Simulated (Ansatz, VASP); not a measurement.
# NiO (rocksalt prototype) in two plane-wave programs, part 3 of 3

Wanted: the spread between two codes on one cell, functional and k mesh. The start cell is built, not measured: As first built, before any earlier steps moved the atoms (in the runner's words): rocksalt prototype, lattice guessed from radii. The cell is taken from a series of runs on this material, whose earlier steps may have relaxed, scaled, displaced or heated it; both programs get it as it stands.

VASP 6.6.1 and Ansatz 0.2.0.

So far: Set-up; Ansatz: single point, LDA, DFT+U, pair 1; VASP: single point, LDA, DFT+U, pair 1; Side by side; Other set-ups.

**6. Ansatz: single point, LDA, DFT+U, pair 2**

Level of this step: Ansatz beside VASP: Kohn-Sham DFT, plane waves, LDA, DFT+U (Ansatz).

With cell and atoms fixed, the geometry can't cause a difference; cores, projectors, grids and the points listed under the comparison can.

The cell is taken from a series of runs on this material, whose earlier steps may have relaxed, scaled, displaced or heated it; both programs get it as it stands.

input.yaml reads:

```yaml
crystal:
  lattice:
    - [0.0, -2.10134405, -2.10134405]
    - [-4.2026881, 0.0, 0.0]
    - [2.10134405, 4.2026881, -2.10134405]
  atoms:
    - { symbol: Ni, position: [0.666666667, 0.666666667, 0.333333333], spin: 2.0 }
    - { symbol: Ni, position: [0.333333333, 0.333333333, 0.666666667], spin: 2.0 }
    - { symbol: Ni, position: [0.0, 0.0, 0.0], spin: -2.0 }
    - { symbol: O, position: [0.666666667, 0.166666667, 0.333333333] }
    - { symbol: O, position: [0.333333333, 0.833333333, 0.666666667] }
    - { symbol: O, position: [0.0, 0.5, 0.0] }
magnetization:
  spin_polarized: true
kpoints:
  mp_grid: { grid: [10, 10, 10] }
hamiltonian:
  xc: lda
  hubbard:
    sites:
      - { species: Ni, l: d, u_eff: 9.6 }
      - { site: 0, l: d, u_eff: 9.6, starting_ns: [{ spin: up, occupation_matrix: ni1_major }, { spin: down, occupation_matrix: ni1_minor }] }
      - { site: 1, l: d, u_eff: 9.6, starting_ns: [{ spin: up, occupation_matrix: ni1_major }, { spin: down, occupation_matrix: ni1_minor }] }
      - { site: 2, l: d, u_eff: 9.6, starting_ns: [{ spin: up, occupation_matrix: ni1_minor }, { spin: down, occupation_matrix: ni1_major }] }
    projectors: ortho-atomic
    occupation_matrices:
      ni1_major:
        matrix:
          - [0.998, 0.0, 0.0, 0.0, 0.0]
          - [0.0, 0.999, 0.0, 0.0, 0.0]
          - [0.0, 0.0, 0.999, 0.0, 0.0]
          - [0.0, 0.0, 0.0, 0.998, 0.0]
          - [0.0, 0.0, 0.0, 0.0, 0.999]
      ni1_minor:
        matrix:
          - [0.12, 0.0, 0.0, 0.0, 0.0]
          - [0.0, 0.998, 0.0, 0.0, 0.0]
          - [0.0, 0.0, 0.998, 0.0, 0.0]
          - [0.0, 0.0, 0.0, 0.12, 0.0]
          - [0.0, 0.0, 0.0, 0.0, 0.998]
scf:
  occupations: { method: fermi_dirac, width: 0.05 }
output:
  eigenvalues: true
```

The run is started by

```
$ ansatz run input.yaml --threads 4 --pin off --max-ram 8192MiB --backend cpu --events-out ev --progress --plain --runs-dir out
```

Numbers of over 12 decimals in the logs are rounded to 6 here.

The program printed:

```text
[...]
Crystal: 6 atoms, lattice volume = 55.673 Å³
Basis set: ecut = 420 eV, 1089 PW (Γ)
Bands: 47, of which v1, the nominal top of the filled ones, is band 36 counted from 1 (35 counted from 0)
Symmetry: 8 space group operations
[...]
k-points: 171 of 1000
[...]
Starting moments: Σ|m| = 6 μB on 3 of 6 sites
[...]
k-point 1 ↑: bands = [... 32 lower, 10.4605, 11.2637, 11.4651, 11.5422, 11.9460, 15.4890, 16.3468, 16.7990, ... 7 higher]
  k-point 2 ↑: bands = [... 32 lower, 10.3799, 10.7912, 11.4427, 11.5398, 12.0836, 16.0706, 16.3923, 16.8381, ... 7 higher]
  k-point 170 ↓: bands = [... 32 lower, 10.4422, 11.4812, 12.1570, 16.6688, 17.1220, 17.1725, 17.5967, 20.0719, ... 7 higher]
Occupation matrices written to <dir>
[key lines of the parts left out:]
SCF converged after 13 iterations
Magnetization: 2.0000 μB (37.0000 up, 35.0000 down)
Free energy (F): -18975.772664 eV
Fermi energy:    14.023365 eV
```

**7. VASP: single point, LDA, DFT+U, pair 2**

The same cell, functional (in two slightly different forms), mesh and smearing now go to VASP, with its own data sets.

INCAR reads:

```
SYSTEM = NiO
PREC = Accurate
ENCUT = 520
EDIFF = 1E-06
NELM = 200
ISMEAR = -1
SIGMA = 0.05
LREAL = .FALSE.
ALGO = Normal
GGA = PW92
NBANDS = 35
ISPIN = 2
MAGMOM = 1.75 1.75 -1.73 0.05 0.05 0.06
LDAU = .TRUE.
LDAUTYPE = 2
LDAUL = 2 -1
LDAUU = 9.6 0
LDAUJ = 0 0
LDAUPRINT = 1
LASPH = .TRUE.
LMAXMIX = 4
LORBIT = 11
LWAVE = .FALSE.
LCHARG = .FALSE.
ISIF = 2
GGA_COMPAT = .FALSE.
KPAR = 2
```

POSCAR reads:

```
NiO
1.0
    0.0000000000     -2.1013440500     -2.1013440500
   -4.2026881000      0.0000000000      0.0000000000
    2.1013440500      4.2026881000     -2.1013440500
Ni O
3 3
Direct
    0.6666666670      0.6666666670      0.3333333330
    0.3333333330      0.3333333330      0.6666666670
    0.0000000000      0.0000000000      0.0000000000
    0.6666666670      0.1666666670      0.3333333330
    0.3333333330      0.8333333330      0.6666666670
    0.0000000000      0.5000000000      0.0000000000
```

KPOINTS reads:

```
Automatic mesh
0
Gamma
10 10 10
0 0 0
```

PAW data sets: Ni and O (LDA family, release 64).

The run is started by

```
$ mpirun -np 2 vasp_std
```

The program printed:

```text
[banner, memory and clock lines left out]
running    2 mpi-ranks, on    1 nodes
[...]
[... a notice as in an earlier step ...]

 LDA part: xc-table for (Slater(with rela. corr.)+PW92), standard interpolation
 POSCAR, INCAR and KPOINTS ok, starting setup
[...]
entering main loop
       N       E                     dE             d eps       ncg     rms          rms(c)
DAV:   1     0.448203110692E+03    0.44820E+03   -0.22240E+04 24316   0.184E+03
DAV:   2     0.353003567691E+02   -0.41290E+03   -0.37716E+03 24218   0.408E+02
DAV:   3    -0.260229649860E+02   -0.61323E+02   -0.58501E+02 26689   0.170E+02
DAV:   4    -0.280589961807E+02   -0.20360E+01   -0.20217E+01 27581   0.330E+01
[...]
DAV:  20    -0.337980743211E+02   -0.66076E-05   -0.23599E-05 35048   0.592E-02    0.676E-03
DAV:  21    -0.337980762032E+02   -0.18821E-05   -0.54523E-06 28662   0.378E-02    0.466E-03
DAV:  22    -0.337980765291E+02   -0.32585E-06   -0.22714E-06 23841   0.140E-02
   1 F= -.33798077E+02 E0= -.33798077E+02  d E =-.161860E-10  mag=     2.0000
```

OUTCAR, selected parts (step 7):

```text
  Total       -8.6701394     -8.7411207     -8.7411207      0.0000000      0.0130348      0.0000000
  in kB     -249.5134250   -251.5561599   -251.5561599      0.0000000      0.3751221      0.0000000
  external PRESSURE =    -250.8752483 kB  Pullay stress =       0.0000000 kB

 POSITION                                       TOTAL-FORCE (eV/Angst)
 -----------------------------------------------------------------------------------
     -2.10134     -0.00000     -2.10134        -0.000000      0.009438     -0.009438
      0.00000      2.10134     -2.10134         0.000000     -0.009438      0.009438
      0.00000      0.00000      0.00000        -0.000000     -0.000000      0.000000
     -0.00000     -0.00000     -2.10134        -0.000000      0.012729     -0.012729
     -2.10134      2.10134     -2.10134         0.000000     -0.012729      0.012729
     -2.10134      0.00000      0.00000         0.000000     -0.000000      0.000000
 -----------------------------------------------------------------------------------
    total drift:                               -0.000000      0.000000      0.000000

  FREE ENERGIE OF THE ION-ELECTRON SYSTEM (eV)
  ---------------------------------------------------
  free  energy   TOTEN  =       -33.7980765291 eV

  energy  without entropy=      -33.7980765291  energy(sigma->0) =      -33.79807653

 magnetization (x)
# of ion       s       p       d       tot
------------------------------------------
    1        0.008   0.009   1.877   1.893
    2        0.008   0.009   1.877   1.893
    3       -0.006  -0.005  -1.870  -1.881
    4        0.003   0.033   0.000   0.037
    5        0.003   0.033   0.000   0.037
    6        0.004   0.037   0.000   0.041
--------------------------------------------------
tot          0.020   0.116   1.884   2.020

[... 1 part as in an earlier step ...]

[... 2 further parts left out ...]
[key lines of the parts left out:]
E-fermi :   6.7014
```

The run ends at a pressure of -25.09 GPa, with forces up to 0.018 eV/Å.

**8. Differences**

What differs besides the data sets and the points named for the pairs above, as far as they apply: the data sets hold 72 valence electrons in Ansatz (on its default PAW (the set named soft_2) files) and 48 in VASP. Total energies have different zeros and are not compared.

Both answers:

```
              quantity  Ansatz   VASP  difference
gap on the k mesh (eV)   2.547  3.330      -0.783
     total moment (μB)    2.00   2.00        0.00
    moment on Ni1 (μB)    1.75   1.89       -0.15
    moment on Ni2 (μB)    1.75   1.89       -0.15
    moment on Ni3 (μB)   -1.74  -1.88       +0.15
     moment on O6 (μB)    0.06   0.04       +0.02
     moment on O4 (μB)    0.05   0.04       +0.01
     moment on O5 (μB)    0.05   0.04       +0.01
```

A gap on the mesh is an upper bound, since the band edges may lie between its points.

**9. Summary of results**

```yaml
difference_in_gap_on_the_k_mesh_single_point_lda_dft_u_pair_1: -0.90 eV
difference_in_gap_on_the_k_mesh_single_point_lda_dft_u_pair_2: -0.78 eV
```

The difference in gap on the k mesh is -0.90 eV (single point, LDA, DFT+U, pair 1). The data sets hold unlike numbers of valence electrons (72 in Ansatz and 48 in VASP), so part of the differences comes from the potentials. Single point, LDA, DFT+U, pair 1, VASP with the data sets Ni_sv_GW and O: the difference in gap on the k mesh goes from -0.90 to -0.25 eV. What causes the difference of the single point, LDA, DFT+U, pair 2 pair stays open here. How closely two codes agree says nothing of how well the functional describes the real material.

[Lines on the potential files, build, host, timing and source positions are cut from VASP's logs without a mark.]

[Logs are printed without paths, hosts, clocks, repeated set-up lines and the standing remarks that a program may print on its own settings, such as how far it seeks lower states.]

[Hosts, paths, dates, database ids (printed as entryN), source tags and the programs' standing remarks are cut or masked in the printed files.]
